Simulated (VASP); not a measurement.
LiMgBN2 (space group I-4m2): the band gap from VASP (plane waves, PAW) at several levels of theory. Gaps are without spin-orbit coupling. Each level names its cell: its own relaxed one, PBE's, or the starting one. A gap is the smallest over the k-mesh and a band path; hybrids may have named points in place of the path, and GW has the mesh alone.

| level | band gap (eV) |
|---|---|
| PBEsol (own cell) | 2.53 |
| r2SCAN (own cell) | 3.01 |

The cell of the PBEsol (own cell) run:

```xyz
5
Lattice="-1.8893 1.8893 4.4183 1.8893 -1.8893 4.4183 1.8893 1.8893 -4.4183" Properties=species:S:1:pos:R:3 pbc="T T T"
Li     1.8893     0.0000     2.2092
Mg     0.0000     1.8893     2.2092
B      0.0000     0.0000     4.4183
N      1.8893     1.8893     1.3428
N      1.8893     1.8893    -1.3428
```

Only levels that ran to the end are used. Left out are those held back, those with too coarse a band path, GW runs whose mesh misses a band edge, hybrids' fits of cells that aren't cubic and levels without matching references; a question may draw on a part of the rest.

The structure comes from a computed database's LiMgBN2 entry (I-4m2); how it stands against other phases isn't given here.
